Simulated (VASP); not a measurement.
Here is the system:

```yaml
crystal:
  lattice:
    - [-1.65155, 1.65155, 4.09782]
    - [1.65155, -1.65155, 4.09782]
    - [1.65155, 1.65155, -4.09782]
  atoms:
    - { symbol: Ge, position: [0.33722, 0.33722, 0.00000] }
    - { symbol: Ge, position: [0.66278, 0.66278, 0.00000] }
    - { symbol: W, position: [0.00000, 0.00000, 0.00000] }
```

These are PBEsol GGA, VASP's PBE PAW potentials (set 64) (plane waves; VASP) values and carry that method's errors. Settings: 400 eV cut-off, Gaussian smearing of 0.050 eV, potentials Ge_d W_sv.

Unless said otherwise, spin-orbit coupling is left out, though it shifts the bands of the heavy elements here.

Question: Predict the band gap (along the path) with the smallest direct gap where there is one.

Answer: 
```yaml
band gap (along the path): none (metal, semimetal or under 0.01 eV)
```

The absolute energy has meaning only against runs of the same code, potentials and settings.

The structure comes from a measured Ge2W entry (I4/mmm) of the Crystallography Open Database, whose conditions weren't checked. It was relaxed first.
